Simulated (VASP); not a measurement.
Here is the system:

```xyz
1
Lattice="0.0000 2.0498 2.0498 2.0498 0.0000 2.0498 2.0498 2.0498 0.0000" Properties=species:S:1:pos:R:3 pbc="T T T"
Au     0.0000     0.0000     0.0000
```

Calculation: PBE GGA with D3 dispersion (Becke-Johnson damping), VASP's PBE PAW potentials (set 64) (plane waves; VASP 6.6.1). Settings: 520 eV cut-off, 17×17×17 Γ-centred mesh, tetrahedra with Blöchl corrections, potentials Au.

Unless said otherwise, spin-orbit coupling is left out, though it shifts the bands of the heavy elements here.

Question: Estimate the energy per atom (σ→0), band gap (on the k-mesh) with the smallest direct gap where there is one.

Answer: 
* **band gap (on the k-mesh)**: none (metal, semimetal or under 0.01 eV)
* **energy per atom (σ→0)**: -3.865 eV/atom

Total energies compare only between runs with the same potentials, cut-off and functional.

The compound is Au in the fcc structure. It was relaxed first.
